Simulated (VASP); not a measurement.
Input:

```
CELL_PARAMETERS angstrom
      5.06045     2.92232    -0.00140
      5.06045    -2.92232     0.00140
      0.00000    -1.89990    -5.66722
ATOMIC_POSITIONS crystal
  Al 0.83363 0.83363 0.00000
  Al 0.16637 0.16637 0.00000
  Cl 0.78018 0.21982 0.76658
  Cl 0.21982 0.78018 0.23342
  Cl 0.42496 0.92963 0.76845
  Cl 0.92963 0.42496 0.23155
  Cl 0.57504 0.07037 0.23155
  Cl 0.07037 0.57504 0.76845
```

These are LDA (Ceperley-Alder, Perdew-Zunger), VASP's LDA PAW potentials (set 64) (plane waves; VASP) values and carry that method's errors. Numerical set-up: 400 eV cut-off, 5×5×5 Γ-centred mesh, tetrahedra with Blöchl corrections, potentials Al Cl.

The cores are frozen, which limits the accuracy of field gradients.

Question: Give the principal components of the electric field gradient (V/Å²) and the asymmetry η at each nucleus.

Answer: 
```tsv
atom	Vxx	Vyy	Vzz	η
Al1	-0.3	-0.3	0.6	0.01
Al2	-0.3	-0.3	0.6	0.01
Cl3	89.7	25.6	-115.3	0.56
Cl4	89.7	25.6	-115.3	0.56
Cl5	90.8	24.0	-114.8	0.58
Cl6	90.8	24.0	-114.8	0.58
Cl7	90.8	24.0	-114.8	0.58
Cl8	90.8	24.0	-114.8	0.58
```

The compound is AlCl3 in the sg12 structure. It was relaxed first, which changed the volume by -5 %.
